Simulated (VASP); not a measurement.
Computed with r2SCAN meta-GGA, VASP's PBE PAW potentials (set 64) (plane waves; VASP 6.6.1).

The input files of a VASP run:

File POSCAR:
```
RhSb
1
    0.0000000000     2.9220322742     2.9220322742
    2.9220322742     0.0000000000     2.9220322742
    2.9220322742     2.9220322742     0.0000000000
Rh Sb
1 1
Direct
  0.0000000000   0.0000000000   0.0000000000
  0.2500000000   0.2500000000   0.2500000000
```

**INCAR**
```
! general
SYSTEM   =  RhSb
PREC     =  Accurate
ENCUT    =  400
LREAL    =  F
LASPH    =  T

! electronic loop
EDIFF    =  1E-7
NELM     =  100
ALGO     =  Normal
LMAXMIX  =  4
LMIXTAU  =  T

! smearing
ISMEAR   =  -5

! functional
METAGGA  =  R2SCAN

! ions
ISIF     =  2

! output
LWAVE    =  F
LCHARG   =  F
LORBIT   =  11
NEDOS    =  601
```

**KPOINTS_OPT**
```
k-points along high-symmetry lines
10
Line-mode
Reciprocal
  0.000000   0.000000   0.000000 ! GAMMA
 -0.500000  -0.500000   0.000000 ! X

 -0.500000  -0.500000   0.000000 ! X
 -0.375000  -0.375000   0.250000 ! U

 -0.375000   0.000000   0.375000 ! K
  0.000000   0.000000   0.000000 ! GAMMA

  0.000000   0.000000   0.000000 ! GAMMA
  0.000000   0.000000   0.500000 ! L

  0.000000   0.000000   0.500000 ! L
 -0.500000  -0.250000   0.250000 ! W

 -0.500000  -0.250000   0.250000 ! W
 -0.500000  -0.500000   0.000000 ! X
```

File KPOINTS:
```
Automatic mesh
0
Gamma
12 12 12
0 0 0
```

POTCAR, in this order: Rh_pv Sb (PBE.64 set). Program: vasp_std.

**Question.** What will the output report for the number of irreducible k-points (NKPTS), number of bands (NBANDS), largest plane-wave count, number of space-group operations, FFT grid (NGX, NGY, NGZ)?

**Answer.** 
| Item | Result |
|---|---|
| number of irreducible k-points (NKPTS) | 72 |
| number of bands (NBANDS) | 14 |
| largest plane-wave count | 934 |
| number of space-group operations | 24 |
| FFT grid (NGX, NGY, NGZ) | 28 × 28 × 28 |

The structure was generated: RhSb was put into the zinc blende type (F-43m), which need not be its known phase. It was relaxed first, which changed the volume by -27 %.
